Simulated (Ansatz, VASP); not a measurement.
# Cross-check of Ge3Cl2 (armchair Ge ribbon N=3 Cl edges) between VASP and Ansatz, part 2 of 2

Aim: how closely do two programs agree when they are given the same cell, functional and k mesh? The cell is taken from a series of runs on this material, whose earlier steps may have relaxed, scaled, displaced or heated it; both programs get it as it stands.

VASP 6.6.1 and Ansatz 0.2.0.

So far: The structure; VASP: single point, HSE06.

**3. Ansatz: single point, HSE06**

Level of this step: Ansatz beside VASP: Kohn-Sham DFT, plane waves, HSE06 (Ansatz).

Ansatz runs on its default PAW (the set named soft_2) files.

The same cell, functional, mesh and smearing now go to Ansatz, which takes its cutoff from its data sets.

The input, input.yaml:

```yaml
crystal:
  lattice:
    - [14.933, 0.0, 0.0]
    - [0.0, 7.67, 0.0]
    - [0.0, 0.0, 7.4011210913]
  atoms:
    - { symbol: Ge, position: [0.37829289, 0.567873342, 0.015184972] }
    - { symbol: Ge, position: [0.621693228, 0.567873342, 0.015184972] }
    - { symbol: Ge, position: [0.37829289, 0.432126658, 0.318148361] }
    - { symbol: Ge, position: [0.621693228, 0.432126658, 0.318148361] }
    - { symbol: Cl, position: [0.243919744, 0.454361139, 0.430676122] }
    - { symbol: Cl, position: [0.756066374, 0.454361139, 0.430676122] }
    - { symbol: Ge, position: [0.499993059, 0.553069317, 0.50676884] }
    - { symbol: Ge, position: [0.499993059, 0.446930683, 0.826564493] }
    - { symbol: Cl, position: [0.243919744, 0.545638861, 0.902657211] }
    - { symbol: Cl, position: [0.756066374, 0.545638861, 0.902657211] }
kpoints:
  mp_grid: { grid: [1, 1, 5] }
scf:
  occupations: { method: fermi_dirac, width: 0.05 }
hamiltonian:
  xc: hse06
```

Launch:

```console
$ ansatz run input.yaml --threads 8 --pin off --max-ram 16384MiB --backend cpu --events-out ev --progress --plain --runs-dir out
```

Numbers of over 12 decimals in the logs are rounded to 6 here.

Log:

```text
exact exchange: scf.exx.singularity resolves to wigner_seitz, which cuts the screened interaction at the faces of the exchange supercell's Wigner-Seitz cell, so that each pair interacts once, at the shortest of its separations (the periodic images that this leaves out come, for a point-like exchange hole, to about 0.023 eV on a filled level). The cut falls within the interaction's reach, and what an exchange supercel [...]
Engine: ansatz 0.2.0, x86_64-unknown-linux-gnu
Pseudopotentials: kind: paw
Pseudopotential: Ge, paw, valence charge 14, recommended cutoff 420 eV (normal), Ge.paw.azcp
Pseudopotential: Cl, paw, valence charge 7, recommended cutoff 420 eV (normal), Cl.paw.azcp
Functional definition: HSE06
  parameter a = 0.25
  parameter omega = 0.11/bohr
  exchange = pbe_x - a*pbe_x_sr(omega) + a*exact_x_sr(omega)
  correlation = pbe_c
Crystal: 10 atoms, lattice volume = 847.696 Å³
Basis set: ecut = 420 eV, 16581 PW (Γ)
Bands: 68, of which v1, the nominal top of the filled ones, is band 56 counted from 1 (55 counted from 0)
Symmetry: 4 space group operations
Space group: P2/m (ITA 10), of the structure as read, at distance tolerance 9.5e-5 Å
k-points: 3 of 5
Non-local potential: Ge, projectors of the file, l = 0: 2, l = 1: 2, l = 2: 3, l = 3: 1
Non-local potential: Cl, projectors of the file, l = 0: 2, l = 1: 2, l = 2: 2
PAW form: soft (Blöchl's): semilocal exchange-correlation on the pseudo side does not see the compensation charge
PAW frozen core: Ge, regenerated for the run's functional, and the local potential with it (the file was generated under x = pbe(κ = 0.804, μ = 0.219515), c = pbe(β = 0.066725))
PAW frozen core: Cl, regenerated for the run's functional, and the local potential with it (the file was generated under x = pbe(κ = 0.804, μ = 0.219515), c = pbe(β = 0.066725))
PAW one-centre angular grid: Ge, 590 points (default); XC on 64 Gauss nodes
PAW one-centre angular grid: Cl, 110 points (default); XC on 64 Gauss nodes
Initial density: superposition of atomic densities (neutral atoms: chi_scale 0, normalization atom), corrected by the library's trained network
Initial wavefunctions: pseudopotential atomic-orbital guess
Functional: x = pbe(κ = 0.804, μ = 0.219515), c = pbe(β = 0.066725), warm-up for x = pbe(κ = 0.804, μ = 0.219515) + 0.25 (exact − pbe) at short range (hse, ω = 0.207870 Å⁻¹), c = pbe(β = 0.066725); HSE06 as pw.x's `hse` composes it (authors' and Libxc's form: `xc: wpbeh`)
SCF iter   1: F=—  HF=-30089.065462 eV  |F-HF|=—  |Δ(HF+E_count)|=         —  Δρ=1.79e-3  dr2=5.71e-2  ethr=1.77e-3  ⟨swp⟩=15.0  Hψ=936  notcnv=0
preconditioner: auto → none  [insulator: Δε(μ)=0.588 eV  Ē_g=8.955 eV  σ=0.050 eV  W_gap=0.99  n_scr=116 (ndim 8)  ℏωp=9.2 eV  f_vac=0.626  D(μ)=0.07/eV (n_scr^D=0)]
SCF iter   2: F=—  HF=-30089.065142 eV  |F-HF|=—  |Δ(HF+E_count)|=   3.20e-4  Δρ=9.83e-4  dr2=2.83e-2  ethr=5.10e-5  ⟨swp⟩=7.7  Hψ=573  notcnv=0  defer=1
SCF iter   3: F=—  HF=-30089.060136 eV  |F-HF|=—  |Δ(HF+E_count)|=   5.01e-3  Δρ=4.70e-4  dr2=3.00e-3  ethr=2.53e-5  ⟨swp⟩=3.0  Hψ=480  notcnv=0
SCF iter   4: F=—  HF=-30089.060769 eV  |F-HF|=—  |Δ(HF+E_count)|=   6.33e-4  Δρ=1.70e-4  dr2=4.66e-4  ethr=2.68e-6  ⟨swp⟩=3.7  Hψ=433  notcnv=0
SCF iter   5: F=—  HF=-30089.061154 eV  |F-HF|=—  |Δ(HF+E_count)|=   3.85e-4  Δρ=6.91e-5  dr2=9.27e-5  ethr=4.16e-7  ⟨swp⟩=5.0  Hψ=458  notcnv=0
iter 6 solved again at ethr=7.59e-9 eV; its pass at ethr=8.27e-8 eV (dr2=8.50e-6 eV) is discarded
SCF iter   6: F=-30089.061300 eV  HF=-30089.061240 eV  |F-HF|=6.00e-5  |Δ(HF+E_count)|=   8.52e-5  Δρ=3.45e-5  dr2=8.49e-6  ethr=7.59e-9  ⟨swp⟩=3.3  Hψ=860  notcnv=0
SCF 1 stopped early in 6 iterations: F = -30089.061300 eV  dr2 = 8.49e-6
  greatest PAW one-centre occupation: 0.998 electrons in one spin orbital (limit 2), on the Ge atom at site 3 (counted from 0), in its partial waves of l = 2
Initial density: handed on by an earlier stage of this run
Initial wavefunctions: those handed on with the density
Functional: x = pbe(κ = 0.804, μ = 0.219515) + 0.25 (exact − pbe) at short range (hse, ω = 0.207870 Å⁻¹), c = pbe(β = 0.066725); HSE06 as pw.x's `hse` composes it (authors' and Libxc's form: `xc: wpbeh`)
Exchange kernel: α = 0.2500, screened, ω = 0.2079 Å⁻¹, Wigner–Seitz truncation, v(0) = 923.3017 eV·Å³, q-mesh 1×1×5, nearest image of the exchange supercell L = 7.67 Å, pair-density grid 100×50×50, without the augmentation charges, whose exchange is taken in its separable form by FFT convolution over the k-point mesh (the finest that the files' search goes to), smooth part of the exact exchange by density-matrix convolution
Frozen-core exchange: fock
SCF iter   1: F=—  HF=-30096.163718 eV  |F-HF|=—  |Δ(HF+E_count)|=         —  Δρ=5.09e-3  dr2=1.14e-1  ethr=7.58e-8  ⟨swp⟩=18.0  Hψ=1285  notcnv=1
preconditioner: auto → none  [insulator: Δε(μ)=0.884 eV  Ē_g=8.486 eV  σ=0.050 eV  W_gap=1.00  n_scr=116 (ndim 8)  ℏωp=8.5 eV  f_vac=0.626  D(μ)=0.00/eV (n_scr^D=0)]
SCF iter   2: F=—  HF=-30096.094494 eV  |F-HF|=—  |Δ(HF+E_count)|=   6.92e-2  Δρ=1.62e-3  dr2=2.97e-2  ethr=7.58e-8  ⟨swp⟩=5.3  Hψ=940  notcnv=0
SCF iter   3: F=—  HF=-30096.091426 eV  |F-HF|=—  |Δ(HF+E_count)|=   3.07e-3  Δρ=8.08e-4  dr2=1.10e-2  ethr=7.58e-8  ⟨swp⟩=5.3  Hψ=770  notcnv=0
SCF iter   4: F=—  HF=-30096.122853 eV  |F-HF|=—  |Δ(HF+E_count)|=   3.14e-2  Δρ=8.30e-4  dr2=2.59e-3  ethr=7.58e-8  ⟨swp⟩=6.3  Hψ=819  notcnv=0  defer=1
SCF iter   5: F=—  HF=-30096.122034 eV  |F-HF|=—  |Δ(HF+E_count)|=   8.19e-4  Δρ=2.29e-4  dr2=3.74e-4  ethr=7.58e-8  ⟨swp⟩=4.0  Hψ=652  notcnv=0
SCF iter   6: F=—  HF=-30096.122753 eV  |F-HF|=—  |Δ(HF+E_count)|=   7.18e-4  Δρ=1.15e-4  dr2=3.01e-4  ethr=7.58e-8  ⟨swp⟩=5.0  Hψ=529  notcnv=0  defer=1
SCF iter   7: F=-30096.122667 eV  HF=-30096.122683 eV  |F-HF|=1.62e-5  |Δ(HF+E_count)|=   6.93e-5  Δρ=2.70e-5  dr2=2.95e-5  ethr=7.58e-8  ⟨swp⟩=4.0  Hψ=448  notcnv=0
SCF 2 stopped early in 7 iterations: F = -30096.122667 eV  dr2 = 2.95e-5
hybrid outer 1: dexx = +3.793e-2 eV, tail = 2.00e-4 eV
Exchange kernel: α = 0.2500, screened, ω = 0.2079 Å⁻¹, Wigner–Seitz truncation, v(0) = 923.3017 eV·Å³, q-mesh 1×1×5, nearest image of the exchange supercell L = 7.67 Å, pair-density grid 100×50×50, without the augmentation charges, whose exchange is taken in its separable form by FFT convolution over the k-point mesh (the finest that the files' search goes to), smooth part of the exact exchange by density-matrix convolution
Frozen-core exchange: fock
SCF iter   1: F=—  HF=-30096.123371 eV  |F-HF|=—  |Δ(HF+E_count)|=         —  Δρ=3.26e-5  dr2=5.03e-6  ethr=8.94e-7  ⟨swp⟩=9.3  Hψ=497  notcnv=0
preconditioner: auto → none  [insulator: Δε(μ)=0.878 eV  Ē_g=8.450 eV  σ=0.050 eV  W_gap=1.00  n_scr=116 (ndim 8)  ℏωp=8.5 eV  f_vac=0.627  D(μ)=0.00/eV (n_scr^D=0)]
SCF iter   2: F=—  HF=-30096.123377 eV  |F-HF|=—  |Δ(HF+E_count)|=   6.08e-6  Δρ=1.57e-5  dr2=3.46e-6  ethr=4.02e-9  ⟨swp⟩=4.7  Hψ=690  notcnv=0  defer=1
iter 3 solved again at ethr=9.54e-11 eV; its pass at ethr=2.86e-9 eV (dr2=1.07e-7 eV) is discarded
SCF iter   3: F=—  HF=-30096.123376 eV  |F-HF|=—  |Δ(HF+E_count)|=   1.03e-6  Δρ=4.65e-6  dr2=1.31e-7  ethr=9.54e-11  ⟨swp⟩=5.0  Hψ=980  notcnv=0  defer=2
SCF iter   4: F=-30096.123376 eV  HF=-30096.123376 eV  |F-HF|=1.69e-9  |Δ(HF+E_count)|=   1.04e-8  Δρ=7.49e-7  dr2=3.61e-8  ethr=8.77e-11  ⟨swp⟩=2.7  Hψ=378  notcnv=0  defer=1
SCF 3 converged in 4 iterations: F = -30096.123376 eV  dr2 = 3.61e-8
hybrid outer 2: dexx = +3.890e-6 eV, tail = 1.68e-7 eV, Δε = 3.21e-3 eV (about 1.21e-4 eV left of the loop's levels)
hybrid SCF converged: 2 outer / 11 inner (+6 warm-up), last move |dexx| = 3.89e-6 eV, tail = 1.68e-7 eV
Stability not checked: this state was not tested for a lower state beside it, because the functional holds exact exchange (a hybrid, or Hartree-Fock), whose exchange loop this test does not read (fock_operator; see scf.lower_state_search)
Free energy (F): -30096.123376 eV
Frozen-core exchange: fock
Harris-Foulkes:  -30096.123376 eV  (|F-HF|=1.69e-9)
Internal energy: -30096.123288 eV  (E = F + TS)
E sigma→0 (E₀):  -30096.123332 eV
Entropy (-TS):   -0.000088 eV (-0.009 meV/atom)
Fermi energy:    -2.438306 eV
--- Per-component energies (eV) ---
  E_band       = -2290.961104
  E_kinetic    = 1291.647202
  E_local      = -36735.251475  (includes V_loc(G=0)·N_el)
  E_nonlocal   = 2619.358337
  E_hartree    = 16761.859082
  E_xc         = -701.720080
  E_vxc        = -690.208926  (∫ρ·V_xc dr)
  E_exx        = -385.507357  (= α·E_x^exact, valence–valence)
  E_paw        = -14538.018567  (= ΣΔE_a)
  E_vpaw       = -1529.211150  (= ΣTr[D̂ρ^β])
  E_aug_tail   = 0.002215  (compensation charges beyond the density's cutoff)
  E_ewald      = 1594.144197
  E_core_change = -2.636842  (= ΣΔE_core)
  E_smearing   = -0.000088  (= −TS)
  E_closure    = -0.000000  (closes the sum)
  Σ components = -30096.123376   (vs F -30096.123376, Δ=3.64e-12)
--- Band table (eV) ---
  k-point 0: bands = [... 52 lower, -4.4283, -3.9413, -2.9837, -2.8953, -2.0170, -0.8041]
  k-point 1: bands = [... 52 lower, -4.1815, -4.1646, -3.4151, -2.9383, -1.5087, -0.8279]
  k-point 2: bands = [... 52 lower, -4.2755, -3.9643, -3.7001, -3.1174, -0.8299, -0.8029]
  guard bands above this table: 10 of the run's 68 bands. The solve was not asked for them (output.publish_guard_bands: true or output.eigenvalues: true publishes all)
```

The column dr2 measures how far the density is from self-consistency, as an energy; F and HF (Harris–Foulkes) agree once it is small.

**4. Side by side**

Known differences besides the potentials themselves: exact exchange at q = 0 is treated differently, which shows on coarse meshes; VASP keeps PBE cores, Ansatz makes them for the functional; the cutoff is 420 eV in Ansatz and 410 eV in VASP; VASP takes a coarser grid for exact exchange (PRECFOCK = Fast). Total energies have different zeros and are not compared.

Compared:

```
              quantity  Ansatz   VASP  difference
gap on the k mesh (eV)   0.878  0.880      -0.002
```

A gap on the mesh is an upper bound, since the band edges may lie between its points.

**5. Results**

* difference in gap on the k mesh (single point, HSE06): -0.0018 eV

What this shows: The difference in gap on the k mesh is -0.0018 eV (single point, HSE06), within the 0.08 eV picked in this series as the mark of a large difference. How closely two codes agree says nothing of how well the functional describes the real material.

[Lines on the potential files, build, host, timing and source positions are cut from VASP's logs without a mark.]

[Logs are printed without paths, hosts, clocks, repeated set-up lines and the standing remarks that a program may print on its own settings, such as how far it seeks lower states.]

[Hosts, paths, dates, database ids (printed as entryN), source tags and the programs' standing remarks are cut or masked in the printed files.]
